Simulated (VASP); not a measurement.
Output of a VASP run:

### OSZICAR
```
       N       E                     dE             d eps       ncg     rms          rms(c)
DAV:   1     0.118683327491E+03    0.11868E+03   -0.85868E+03   812   0.130E+03
DAV:   2     0.328274548320E+01   -0.11540E+03   -0.11373E+03   896   0.312E+02
DAV:   3    -0.782482707939E+01   -0.11108E+02   -0.11073E+02   998   0.985E+01
DAV:   4    -0.809723941322E+01   -0.27241E+00   -0.27236E+00   902   0.183E+01
DAV:   5    -0.810690448151E+01   -0.96651E-02   -0.96650E-02  1216   0.317E+00    0.327E+00
DAV:   6    -0.775305175041E+01    0.35385E+00   -0.10844E+00  1072   0.558E+00    0.200E+00
DAV:   7    -0.775106361713E+01    0.19881E-02   -0.11853E-01   872   0.164E+00    0.101E+00
DAV:   8    -0.775378923750E+01   -0.27256E-02   -0.12881E-02   902   0.123E+00    0.130E-01
DAV:   9    -0.775424680900E+01   -0.45757E-03   -0.29867E-03   956   0.414E-01    0.929E-02
DAV:  10    -0.775467636483E+01   -0.42956E-03   -0.58634E-04   872   0.197E-01    0.287E-02
DAV:  11    -0.775478169699E+01   -0.10533E-03   -0.14428E-04   944   0.878E-02    0.758E-03
DAV:  12    -0.775479019289E+01   -0.84959E-05   -0.14010E-05   914   0.414E-02    0.321E-03
DAV:  13    -0.775479227035E+01   -0.20775E-05   -0.30176E-06   914   0.986E-03    0.295E-03
DAV:  14    -0.775479243876E+01   -0.16842E-06   -0.29762E-07   946   0.546E-03    0.272E-04
DAV:  15    -0.775479243443E+01    0.43347E-08   -0.15269E-08   604   0.925E-04
   1 F= -.77547924E+01 E0= -.77547924E+01  d E =0.000000E+00
```

### OUTCAR
```
------------------------ aborting loop because EDIFF is reached ----------------------------------------
  FORCE on cell =-STRESS in cart. coord.  units (eV):
  Direction    XX          YY          ZZ          XY          YZ          ZX
  --------------------------------------------------------------------------------------
  Total       -0.0056424     -0.0056424     -0.0056424      0.0000000      0.0000000     -0.0000000
  in kB       -0.1160346     -0.1160346     -0.1160346      0.0000000      0.0000000     -0.0000000
  external PRESSURE =      -0.1160346 kB  Pullay stress =       0.0000000 kB
  volume of cell :       77.91
      direct lattice vectors                 reciprocal lattice vectors
     0.000000000  3.389895435  3.389895435    -0.147497175  0.147497175  0.147497175
     3.389895435  0.000000000  3.389895435     0.147497175 -0.147497175  0.147497175
     3.389895435  3.389895435  0.000000000     0.147497175  0.147497175 -0.147497175
 POSITION                                       TOTAL-FORCE (eV/Angst)
 -----------------------------------------------------------------------------------
      0.00000      0.00000      0.00000         0.000000      0.000000      0.000000
      1.69495      1.69495      1.69495        -0.000000     -0.000000     -0.000000
 -----------------------------------------------------------------------------------
    total drift:                                0.000000      0.000000      0.000000
  FREE ENERGIE OF THE ION-ELECTRON SYSTEM (eV)
  ---------------------------------------------------
  free  energy   TOTEN  =        -7.7547924344 eV

  energy  without entropy=       -7.7547924344  energy(sigma->0) =       -7.75479243

 total charge

# of ion       s       p       d       tot
------------------------------------------
    1        1.412   0.656   9.966  12.034
    2        1.484   2.289   0.015   3.789
--------------------------------------------------
tot          2.896   2.945   9.981  15.823
```
(Selected blocks of OUTCAR.)

### POSCAR
```
SnSe
1
   -0.0000000000     3.3898954346     3.3898954346
    3.3898954346     0.0000000000     3.3898954346
    3.3898954346     3.3898954346    -0.0000000000
Sn Se
1 1
Direct
  1.0000000000   0.0000000000   0.0000000000
  0.2500000000   0.2500000000   0.2500000000
```

Question: Write an INCAR and KPOINTS that could have produced this output.

Answer: One answer among several that fit: the input of the run itself, PBE GGA, plane waves, VASP's PBE PAW potentials (set 64).

File KPOINTS:
```
Automatic mesh
0
Gamma
8 8 8
0 0 0
```

### INCAR
```
SYSTEM = SnSe
PREC = Accurate; ENCUT = 400; LREAL = .FALSE.
LASPH = .TRUE.
EDIFF = 1E-7; NELM = 100; ALGO = Normal
LMAXMIX = 4
ISMEAR = -5
GGA = PE
ISIF = 2
LWAVE = .FALSE.; LCHARG = .TRUE.; LORBIT = 11
NEDOS = 601
```

POTCAR, in this order: Sn_d Se (PBE.64 set). Program: vasp_std.

The structure was generated: SnSe was put into the zinc blende type (F-43m), which need not be its known phase. It was relaxed first, which changed the volume by +46 %.
